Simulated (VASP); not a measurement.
An input for Ansatz (written as the equivalent of a VASP run, and not itself run):

Ansatz 0.2 input:
```yaml
crystal:
  lattice:
    - [0.0000000, 2.9149292, 2.9149292]
    - [2.9149292, 0.0000000, 2.9149292]
    - [2.9149292, 2.9149292, 0.0000000]
  atoms:
    - { symbol: Hg, position: [0.0000000, 0.0000000, 0.0000000] }
    - { symbol: S, position: [0.2500000, 0.2500000, 0.2500000] }
kpoints:
  mp_grid: { grid: [11, 11, 11] }
hamiltonian:
  xc: lda
  pseudopotentials: { kind: paw }
scf:
  occupations: { method: methfessel_paxton, width: 0.1 }
  max_iter: 100
relax:
  max_steps: 40
  f_tol: 0.02
  cell: {}
output: { forces: true, stress: true, eigenvalues: true }
```

Question: Translate this input to VASP (INCAR, KPOINTS, POSCAR, choice of POTCAR).

Answer: This is not unique; one that fits is 
### POSCAR
```
HgS
1.0
  0.0000000000   2.9149292129   2.9149292129
  2.9149292129   0.0000000000   2.9149292129
  2.9149292129   2.9149292129   0.0000000000
Hg S
1 1
Cart
  0.0000000000   0.0000000000   0.0000000000
  1.4574646065   1.4574646065   1.4574646065
```

**INCAR**
```
SYSTEM = HgS
PREC = Accurate
ENCUT = 500
EDIFF = 1E-6
NELM = 100
ALGO = Normal
LREAL = .FALSE.
LASPH = .TRUE.
ISMEAR = 1
SIGMA = 0.1
LMAXMIX = 6
LWAVE = .FALSE.
LCHARG = .FALSE.
IBRION = 2
ISIF = 3
NSW = 40
EDIFFG = -0.02
```

File KPOINTS:
```
Automatic mesh
0
Gamma
11 11 11
0 0 0
```

POTCAR, in this order: Hg S (LDA.64 set). Program: vasp_std.

Limits of the translation: each code has its own PAW files, so the cut-off isn't converted (ENCUT is set for VASP's; basis.ecutwfc is left out, and Ansatz then takes the one that its files recommend); Ansatz stops its SCF on the density residual and VASP on the energy change (EDIFF); Ansatz's lda is the Perdew-Wang form, while the LDA potentials of VASP carry Perdew-Zunger's.

The compound is HgS in the zinc blende structure, metacinnabar; cinnabar is the stable form. It was relaxed first.
